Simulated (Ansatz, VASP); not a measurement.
# InH: VASP beside Ansatz

Wanted: the spread between two codes on one cell, functional and k mesh. The cell is generated by rule, not measured, and may not be a known phase. The cell is taken from a series of runs on this material, whose earlier steps may have relaxed, scaled, displaced or heated it; both programs get it as it stands.

Program: Ansatz 0.2.0. Level of theory: plane waves, with VASP 6.6.1 beside it; PBE. Results are calculated unless marked as measured.

The structure was built from a prototype and need not be the compound's stable phase.

## (1) The structure

Symmetry: P-3m1, No. 164, trigonal system. Conventional cell: a = 3.772 Å, b = 3.772 Å, c = 5.891 Å, α = 90.00°, β = 90.00°, γ = 120.00°. Nearest to In lie 3 H at 2.26 Å. H has 3 In at 2.26 Å nearest. Farther neighbours are not listed.

## (2) Ansatz: single point, PBE, pair 1

Ansatz runs on its default PAW (the set named soft_2) files.

A single point takes one fixed geometry, so differences don't come from the geometry; what else differs is listed under the comparison.

Contents of input.yaml:

```yaml
crystal:
  lattice:
    - [3.7721968407, 2.531e-06, 0.0]
    - [-1.8861006122, 3.2668170266, 0.0]
    - [0.0, 0.0, 5.8913884265]
  atoms:
    - { symbol: In, position: [0.3333333333, 0.6666666667, 0.2505736598] }
    - { symbol: In, position: [0.6666666667, 0.3333333333, 0.7494263402] }
    - { symbol: H, position: [0.6666666667, 0.3333333333, 0.148156435] }
    - { symbol: H, position: [0.3333333333, 0.6666666667, 0.851843565] }
kpoints:
  mp_grid: { grid: [12, 12, 6] }
hamiltonian:
  xc: pbe
scf:
  occupations: { method: methfessel_paxton, width: 0.15 }
output:
  forces: true
  stress: true
  eigenvalues: true
```

Launch:

```sh
$ ansatz run input.yaml --threads 4 --pin off --max-ram 7168MiB --backend cpu --events-out ev --progress --plain --runs-dir out
```

Numbers of over 12 decimals in the logs are rounded to 6 here.

Output:

```text
Engine: ansatz 0.2.0, aarch64-unknown-linux-gnu
Pseudopotentials: kind: paw
Pseudopotential: In, paw, valence charge 13, recommended cutoff 420 eV (normal), In.paw.azcp
Pseudopotential: H, paw, valence charge 1, recommended cutoff 420 eV (normal), H.paw.azcp
Functional definition: PBE
  parameter kappa = 0.804
  parameter beta = 0.066725
  exchange = pbe_x(kappa = kappa, mu = beta*pi^2/3)
  correlation = pbe_c(beta = beta)
Crystal: 4 atoms, lattice volume = 72.600 Å³
Basis set: ecut = 420 eV, 1423 PW (Γ), exchange–correlation on 54×54×80 points (8 copies of the dense FFT grid, shifted against one another)
Bands: 18, of which v1, the nominal top of the filled ones, is band 14 counted from 1 (13 counted from 0)
Symmetry: 12 space group operations
Space group: P-3m1 (ITA 164), of the structure as read, at distance tolerance 4.2e-5 Å
k-points: 100 of 864
Non-local potential: In, projectors of the file, l = 0: 2, l = 1: 2, l = 2: 2, l = 3: 2
Non-local potential: H, projectors of the file, l = 0: 2, l = 1: 1
PAW form: soft (Blöchl's): semilocal exchange-correlation on the pseudo side does not see the compensation charge
PAW one-centre angular grid: In, 590 points (default); XC on 64 Gauss nodes
PAW one-centre angular grid: H, 110 points (default); XC on 64 Gauss nodes
Initial density: superposition of atomic densities (neutral atoms: chi_scale 0, normalization atom), corrected by the library's trained network
Initial wavefunctions: pseudopotential atomic-orbital guess
Functional: x = pbe(κ = 0.804, μ = 0.219515), c = pbe(β = 0.066725)
SCF iter   1: F=—  HF=-11225.936788 eV  |F-HF|=—  |Δ(HF+E_count)|=         —  Δρ=2.78e-3  dr2=1.16e-2  ethr=1.77e-3  ⟨swp⟩=5.6  Hψ=8713  notcnv=0
preconditioner: auto → Kerker (q_TF=auto, 2.328 Å⁻¹)  [metal: Δε(μ)=0.028 eV  Ē_g=14.411 eV  σ=0.150 eV  W_gap=0.16  n_scr=22 (ndim 8)  ℏωp=23.1 eV  f_vac=0.001  D(μ)=0.55/eV (n_scr^D=2)]
SCF iter   2: F=—  HF=-11225.934246 eV  |F-HF|=—  |Δ(HF+E_count)|=   2.54e-3  S|Δr|=    0.00e0  Δρ=1.70e-3  dr2=5.11e-3  ethr=4.14e-5  ⟨swp⟩=1.1  Hψ=2625  notcnv=0
SCF iter   3: F=—  HF=-11225.933940 eV  |F-HF|=—  |Δ(HF+E_count)|=   3.06e-4  S|Δr|=    0.00e0  Δρ=7.41e-4  dr2=5.46e-4  ethr=1.83e-5  ⟨swp⟩=2.8  Hψ=3191  notcnv=0
SCF iter   4: F=—  HF=-11225.933838 eV  |F-HF|=—  |Δ(HF+E_count)|=   1.02e-4  S|Δr|=    0.00e0  Δρ=2.76e-4  dr2=1.31e-4  ethr=1.95e-6  ⟨swp⟩=2.2  Hψ=3147  notcnv=0
SCF iter   5: F=—  HF=-11225.933848 eV  |F-HF|=—  |Δ(HF+E_count)|=   1.04e-5  S|Δr|=    0.00e0  Δρ=1.48e-4  dr2=1.20e-5  ethr=4.67e-7  ⟨swp⟩=3.0  Hψ=3210  notcnv=0
SCF iter   6: F=—  HF=-11225.933841 eV  |F-HF|=—  |Δ(HF+E_count)|=   6.76e-6  S|Δr|=    0.00e0  Δρ=2.00e-5  dr2=5.08e-7  ethr=4.29e-8  ⟨swp⟩=2.0  Hψ=3174  notcnv=0
SCF iter   7: F=—  HF=-11225.933842 eV  |F-HF|=—  |Δ(HF+E_count)|=   3.50e-7  S|Δr|=    0.00e0  Δρ=1.39e-5  dr2=1.22e-7  ethr=3.57e-10  ⟨swp⟩=6.3  Hψ=8457  notcnv=0
SCF iter   8: F=-11225.933842 eV  HF=-11225.933842 eV  |F-HF|=4.32e-9  |Δ(HF+E_count)|=   8.99e-9  S|Δr|=    0.00e0  Δρ=4.61e-6  dr2=1.27e-8  ethr=3.57e-10  ⟨swp⟩=4.1  Hψ=5590  notcnv=0
SCF 1 converged in 8 iterations: F = -11225.933842 eV  dr2 = 1.27e-8
  greatest PAW one-centre occupation: 0.983 electrons in one spin orbital (limit 2), on the In atom at site 1 (counted from 0), in its partial waves of l = 2
SCF converged after 8 iterations
Stability not checked: this state was not tested for a lower state beside it, because cold or Methfessel-Paxton smearing, or corrected tetrahedra, fill the levels in a way that the test cannot read (fill_not_monotonic; see scf.lower_state_search)
Free energy (F): -11225.933842 eV
Harris-Foulkes:  -11225.933842 eV  (|F-HF|=4.32e-9)
Internal energy: -11225.935351 eV  (E = F + TS)
E sigma→0 (E₀):  -11225.934219 eV
Entropy (-TS):   0.001509 eV (0.377 meV/atom)
Fermi energy:    6.996408 eV
--- Per-component energies (eV) ---
  E_band       = -127.037294
  E_kinetic    = 505.560671
  E_local      = -2498.291042  (includes V_loc(G=0)·N_el)
  E_nonlocal   = 735.072641
  E_hartree    = 974.215384
  E_xc         = -448.504815
  E_vxc        = -221.049596  (∫ρ·V_xc dr)
  E_paw        = -8303.866525  (= ΣΔE_a)
  E_vpaw       = -596.762249  (= ΣTr[D̂ρ^β])
  E_aug_tail   = -0.002037  (compensation charges beyond the density's cutoff)
  E_ewald      = -2190.119629
  E_smearing   = 0.001509  (= −TS)
  E_closure    = -0.000000  (closes the sum)
  Σ components = -11225.933842   (vs F -11225.933842, Δ=0.00e0)
--- Forces (eV/Å), atoms counted from 1 ---
  atom   1  In    -0.00000000     0.00000000     0.23524258
  atom   2  In     0.00000000     0.00000000    -0.23524258
  atom   3  H      0.00000000    -0.00000000    -0.19162182
  atom   4  H     -0.00000000     0.00000000     0.19162182
  max |Σ_I F_I| component: 8.33e-17 eV/Å
--- Stress (GPa, compression-positive) ---
       -0.504643       0.000000       0.000000
        0.000000      -0.504643       0.000000
        0.000000       0.000000      -1.113349
  P = ⅓ Tr σ = -0.7075 GPa (-7.075 kbar)
--- Band table (eV; the first three rows and the last of 100) ---
  k-point 0: bands = [... 10 lower, -2.4001, 1.4209, 3.7332, 8.4159, 11.9582, 12.1664, 12.1664, 14.0336]
  k-point 1: bands = [... 10 lower, -2.3041, 0.8388, 4.5186, 8.4374, 11.8888, 12.2736, 12.2736, 13.9377]
  k-point 2: bands = [... 10 lower, -2.0513, -0.0086, 5.8839, 8.5466, 11.4521, 12.2433, 12.5716, 12.5716]
  k-point 99: bands = [... 10 lower, 1.9586, 1.9586, 3.8713, 3.8713, 6.4436, 6.7355, 11.5008, 11.5008]
```

In the SCF lines HF is the Harris–Foulkes energy and dr2 the Hartree energy of the density residual, in eV; the loop may stop once dr2 is under the threshold and the program's other checks hold. Hψ counts applications of the Hamiltonian.

The run ends at a pressure of -0.71 GPa, with forces up to 0.24 eV/Å.

## (3) VASP: single point, PBE, pair 1

The same cell, functional, mesh and smearing now go to VASP, with its own data sets.

Lines of VASP's logs that name or quote its potential files are left out, and so is its time.

Contents of INCAR:

```
SYSTEM = InH
PREC = Accurate
ENCUT = 500
EDIFF = 1E-06
NELM = 120
ISMEAR = 1
SIGMA = 0.15
LREAL = .FALSE.
ALGO = Normal
GGA = PE
NBANDS = 20
LORBIT = 11
LWAVE = .FALSE.
LCHARG = .FALSE.
ISIF = 2
LASPH = .TRUE.
GGA_COMPAT = .FALSE.
KPAR = 2
```

Contents of POSCAR:

```
InH
1.0
    3.7721968407      0.0000025310      0.0000000000
   -1.8861006122      3.2668170266      0.0000000000
    0.0000000000      0.0000000000      5.8913884265
In H
2 2
Direct
    0.3333333333      0.6666666667      0.2505736598
    0.6666666666      0.3333333334      0.7494263402
    0.6666666666      0.3333333334      0.1481564350
    0.3333333333      0.6666666667      0.8518435650
```

Contents of KPOINTS:

```
Automatic mesh
0
Gamma
12 12 6
0 0 0
```

Potentials, in the order of the species: In_d and H (PBE family, release 64).

Launch:

```sh
$ mpirun -np 2 vasp_std
```

Output:

```text
[banner, memory and clock lines left out]
running    2 mpi-ranks, on    1 nodes
 distrk:  each k-point on    1 cores,    2 groups
 distr:  one band on    1 cores,    1 groups

 POSCAR found type information on POSCAR InH
 POSCAR found :  2 types and       4 ions
 LDA part: xc-table for (Slater+PW92), standard interpolation
 POSCAR, INCAR and KPOINTS ok, starting setup
 FFT: planning ... GRIDC
 FFT: planning ... GRID_SOFT
 FFT: planning ... GRID
 WAVECAR not read
 entering main loop
       N       E                     dE             d eps       ncg     rms          rms(c)
DAV:   1     0.213492213935E+03    0.21349E+03   -0.13616E+04  4012   0.170E+03
DAV:   2     0.580659240368E+01   -0.20769E+03   -0.20370E+03  4012   0.374E+02
DAV:   3    -0.104187603662E+02   -0.16225E+02   -0.16015E+02  4792   0.123E+02
DAV:   4    -0.109390853124E+02   -0.52032E+00   -0.51987E+00  4524   0.243E+01
DAV:   5    -0.109676436185E+02   -0.28558E-01   -0.28557E-01  5788   0.483E+00    0.463E+00
DAV:   6    -0.104673730758E+02    0.50027E+00   -0.53461E-01  5160   0.719E+00    0.213E+00
DAV:   7    -0.103851024899E+02    0.82271E-01   -0.50601E-01  5192   0.384E+00    0.740E-01
DAV:   8    -0.103870470321E+02   -0.19445E-02   -0.36006E-02  4404   0.146E+00    0.344E-01
DAV:   9    -0.103880017133E+02   -0.95468E-03   -0.27112E-03  5700   0.489E-01    0.199E-01
DAV:  10    -0.103883363937E+02   -0.33468E-03   -0.46048E-04  4688   0.153E-01    0.456E-02
DAV:  11    -0.103883505395E+02   -0.14146E-04   -0.10095E-04  5000   0.685E-02    0.201E-02
DAV:  12    -0.103883551846E+02   -0.46451E-05   -0.11711E-05  4008   0.260E-02    0.780E-03
DAV:  13    -0.103883554277E+02   -0.24309E-06   -0.15811E-06  3476   0.971E-03
   1 F= -.10388355E+02 E0= -.10388854E+02  d E =0.149590E-02
```

Parts of OUTCAR (step 3):

```text
ion  position               nearest neighbor table
   1  0.333  0.667  0.251-   3 2.26   3 2.26   3 2.26   4 2.35   2 3.66   2 3.66   2 3.66   2 3.67
                             2 3.67   2 3.67
   2  0.667  0.333  0.749-   4 2.26   4 2.26   4 2.26   3 2.35   1 3.66   1 3.66   1 3.66   1 3.67
                             1 3.67   1 3.67
   3  0.667  0.333  0.148-   1 2.26   1 2.26   1 2.26   2 2.35
   4  0.333  0.667  0.852-   2 2.26   2 2.26   2 2.26   1 2.35

  LATTYP: Found a hexagonal cell.
 ALAT       =     3.7721968407
 C/A-ratio  =     1.5617924184

 Subroutine GETGRP returns: Found 12 space group operations
 (whereof 12 operations were pure point group operations)

The static configuration has the point symmetry D_3d.

 Found    100 irreducible k-points:

   k-points           NKPTS =    100   k-points in BZ     NKDIM =    100   number of bands    NBANDS=     20

   dimension x,y,z NGX =    28 NGY =   28 NGZ =   48
   dimension x,y,z NGXF=    56 NGYF=   56 NGZF=   96

   ENCUT  =  500.0 eV  36.75 Ry    6.06 a.u.   6.88  6.88 10.74*2*pi/ulx,y,z

   NELECT =      28.0000    total number of electrons

 k-points in reciprocal lattice and weights: Automatic mesh
   0.00000000  0.00000000  0.00000000       0.001
   0.08333333  0.00000000  0.00000000       0.007
   0.16666667 -0.00000000  0.00000000       0.007
   0.25000000  0.00000000  0.00000000       0.007
   0.33333333 -0.00000000  0.00000000       0.007
   0.41666667  0.00000000  0.00000000       0.007
   0.50000000  0.00000000  0.00000000       0.003
   0.08333333  0.08333333  0.00000000       0.007
   0.16666667  0.08333333  0.00000000       0.014
[...]
0.33333333  0.25000000  0.50000000       0.014
   0.33333333  0.33333333  0.50000000       0.002

 average (electrostatic) potential at core
       1 -96.3592       2 -96.3592       3 -31.9163       4 -31.9163

 E-fermi :   4.9513

 k-point     1 :       0.0000    0.0000    0.0000
  band No.  band energies     occupation
    ...
      9      -9.4519      2.00000
     10      -9.4519      2.00000
     11      -4.4462      2.00000
     12      -0.6239      2.00000
     13       1.6927      2.00000
     14       6.3697     -0.00000
     15       9.9121      0.00000
     16      10.1205      0.00000
     17      10.1205      0.00000
     18      11.9885      0.00000
    ...

 k-point     2 :       0.0833    0.0000    0.0000
  band No.  band energies     occupation
    ...
      9      -9.4579      2.00000
     10      -9.4506      2.00000
     11      -4.3482      2.00000
     12      -0.5389      2.00000
     13       1.7931      2.00000
     14       5.9661     -0.00000
     15       9.5075      0.00000
     16       9.7099      0.00000
     17       9.9767      0.00000
     18      11.5153      0.00000
    ...

 k-point     3 :       0.1667   -0.0000    0.0000
  band No.  band energies     occupation
    ...
     10      -9.4474      2.00000
     11      -4.0549      2.00000
     12      -0.2849      2.00000
     13       2.0859      2.00000
     14       4.9293      1.24520
     15       8.5994      0.00000
     16       8.9714      0.00000
     17       9.3056      0.00000
     18      10.9711      0.00000
     19      12.0033      0.00000
    ...

  Total       -0.2596587     -0.2596587     -0.5325152     -0.0000000      0.0000000      0.0000000
  in kB       -5.7302888     -5.7302888    -11.7518321     -0.0000000      0.0000000      0.0000000
  external PRESSURE =      -7.7374699 kB  Pullay stress =       0.0000000 kB

  energy-cutoff  :      500.00
  volume of cell :       72.60
      direct lattice vectors                 reciprocal lattice vectors
     3.772196841  0.000002531  0.000000000     0.265097410  0.153054298  0.000000000
    -1.886100612  3.266817027  0.000000000    -0.000000205  0.306108241  0.000000000
     0.000000000  0.000000000  5.891388426     0.000000000  0.000000000  0.169739275

 POSITION                                       TOTAL-FORCE (eV/Angst)
 -----------------------------------------------------------------------------------
     -0.00000      2.17788      1.47623        -0.000000      0.000000      0.237722
      1.88610      1.08894      4.41516         0.000000      0.000000     -0.237722
      1.88610      1.08894      0.87285         0.000000     -0.000000     -0.191851
     -0.00000      2.17788      5.01854        -0.000000     -0.000000      0.191851
 -----------------------------------------------------------------------------------
    total drift:                                0.000000     -0.000000     -0.000000

  FREE ENERGIE OF THE ION-ELECTRON SYSTEM (eV)
  ---------------------------------------------------
  free  energy   TOTEN  =       -10.3883554277 eV

  energy  without entropy=      -10.3898513257  energy(sigma->0) =      -10.38885406

 total charge
# of ion       s       p       d       tot
------------------------------------------
    1        1.042   0.374   9.860  11.276
    2        1.042   0.374   9.860  11.276
    3        0.479   0.008   0.000   0.487
    4        0.479   0.008   0.000   0.487
--------------------------------------------------
tot          3.041   0.765  19.721  23.527

[... 3 further parts left out ...]
```

The run ends at a pressure of -0.77 GPa, with forces up to 0.24 eV/Å.

## (4) Differences

Known differences besides the potentials themselves: the cutoff is 420 eV in Ansatz and 500 eV in VASP. Total energies have different zeros and are not compared.

Both answers:

| quantity | Ansatz | VASP | difference |
| --- | --- | --- | --- |
| pressure (GPa) | -0.71 | -0.77 | +0.07 |

Forces (eV/Å; atoms numbered as in POSCAR):

| atom | Ansatz x, y, z | VASP x, y, z |
| --- | --- | --- |
| In1 | 0.000, 0.000, 0.235 | 0.000, 0.000, 0.238 |
| In2 | 0.000, 0.000, -0.235 | 0.000, 0.000, -0.238 |
| H3 | 0.000, 0.000, -0.192 | 0.000, 0.000, -0.192 |
| H4 | 0.000, 0.000, 0.192 | 0.000, 0.000, 0.192 |

The forces differ by 1.0 meV/Å r.m.s., which is 0.8 % of the r.m.s. force of 0.125 eV/Å (both taken over all components).

## (5) Ansatz: single point, PBE, pair 2

A single point takes one fixed geometry, so differences don't come from the geometry; what else differs is listed under the comparison. This pair takes another cell of the material, with 8 atoms against 4 for the pair before.

The cell is taken from a series of runs on this material, whose earlier steps may have relaxed, scaled, displaced or heated it; both programs get it as it stands.

Contents of input.yaml:

```yaml
crystal:
  lattice:
    - [-3.7721968407, -2.531e-06, 0.0]
    - [0.0, 0.0, -5.8913884265]
    - [4.3838e-06, -6.5336365842, 0.0]
  atoms:
    - { symbol: In, position: [0.5, 0.75, 0.1666904435] }
    - { symbol: In, position: [1.0, 0.75, 0.6666428899] }
    - { symbol: In, position: [0.0, 0.25, 0.3333571101] }
    - { symbol: In, position: [0.5, 0.25, 0.8333095565] }
    - { symbol: H, position: [0.0, 0.75, 0.3272111685] }
    - { symbol: H, position: [0.5, 0.75, 0.8394554981] }
    - { symbol: H, position: [0.5, 0.25, 0.1605445019] }
    - { symbol: H, position: [1.0, 0.25, 0.6727888315] }
kpoints:
  mp_grid: { grid: [8, 6, 6] }
hamiltonian:
  xc: pbe
scf:
  occupations: { method: methfessel_paxton, width: 0.15 }
output:
  forces: true
  stress: true
  eigenvalues: true
```

Launch:

```sh
$ ansatz run input.yaml --threads 4 --pin off --max-ram 7168MiB --backend cpu --events-out ev --progress --plain --runs-dir out
```

Output:

```text
[...]
Crystal: 8 atoms, lattice volume = 145.200 Å³
Basis set: ecut = 420 eV, 2835 PW (Γ), exchange–correlation on 54×80×90 points (8 copies of the dense FFT grid, shifted against one another)
Bands: 36, of which v1, the nominal top of the filled ones, is band 28 counted from 1 (27 counted from 0)
Symmetry: 8 space group operations
[...]
k-points: 80 of 288
[...]
k-point 0: bands = [... 24 lower, 3.6775, 4.5068, 5.1317, 7.5244, 9.3316, 9.3454, 9.6695, 10.0020, ... 4 higher]
  k-point 1: bands = [... 24 lower, 3.6317, 4.6170, 5.7375, 6.9997, 9.0116, 9.4592, 9.7831, 10.0152, ... 4 higher]
  k-point 2: bands = [... 24 lower, 4.5805, 4.9436, 6.1842, 6.8580, 7.6356, 9.1336, 9.7945, 10.5525, ... 4 higher]
  k-point 79: bands = [... 24 lower, 3.4654, 3.4654, 3.5524, 3.5524, 10.0663, 10.0663, 10.1088, 10.1088, ... 4 higher]
[key lines of the parts left out:]
SCF converged after 8 iterations
Free energy (F): -22450.974305 eV
Fermi energy:    6.991483 eV
P = ⅓ Tr σ = -0.0575 GPa (-0.575 kbar)
```

The run ends at a pressure of -0.06 GPa, with forces up to 0.13 eV/Å.

(Part 1 of 2 ends here.)

[Lines on the potential files, build, host, timing and source positions are cut from VASP's logs without a mark.]

[Logs are printed without paths, hosts, clocks, repeated set-up lines and the standing remarks that a program may print on its own settings, such as how far it seeks lower states.]

[Hosts, paths, dates, database ids (printed as entryN), source tags and the programs' standing remarks are cut or masked in the printed files.]
